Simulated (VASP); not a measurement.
Data:

```yaml
crystal:
  lattice:
    - [3.43926, 0.00000, 0.00000]
    - [0.00000, 3.43926, 0.00000]
    - [0.00000, 0.00000, 3.43926]
  atoms:
    - { symbol: Pt, position: [0.00000, 0.00000, 0.00000] }
    - { symbol: Te, position: [0.50000, 0.50000, 0.50000] }
```

Method: PBE GGA, VASP's PBE PAW potentials (set 64) (plane waves; VASP). Settings: 400 eV cut-off, Gaussian smearing of 0.050 eV, potentials Pt Te.

Unless said otherwise, spin-orbit coupling is left out, though it shifts the bands of the heavy elements here.

Q: Estimate the band gap (along the path) with the smallest direct gap where there is one.

A: 
The band gap (along the path) is none (metal, semimetal or under 0.01 eV).

The structure was generated: PtTe was put into the CsCl type type (Pm-3m), which need not be its known phase. It was relaxed first, which changed the volume by -10 %.
